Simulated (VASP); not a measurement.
The system is Cd.

```xyz
2
Lattice="2.9789 0.0000 0.0000 -1.4894 2.5798 0.0000 0.0000 0.0000 5.6177" Properties=species:S:1:pos:R:3 pbc="T T T"
Cd    0.0000    1.7199    1.4044
Cd    1.4894    0.8599    4.2132
```

Base run:

```yaml
Program: VASP 6.6.1
Functional: PBEsol
Potentials_or_basis: VASP PAW PBE potentials, release 64 (Cd)
Cutoff: 520 eV
k_mesh: 13 × 13 × 6
Occupations: fermi-dirac, width 0.05 eV
Spin: no spin polarisation
```

Its results: band gap on the k mesh none (metal or under the smearing width); pressure -1.3 GPa.

**Question.** The run is repeated on the same cell with these changes: k mesh from 13 × 13 × 6 to 5 × 5 × 2. What comes out?

**Answer.** Band gap on the k mesh none (metal or under the smearing width); pressure -0.8 GPa.

Caveats: some runs use coarse meshes; the PAW data sets were made with another functional, which shifts forces and pressure a little.
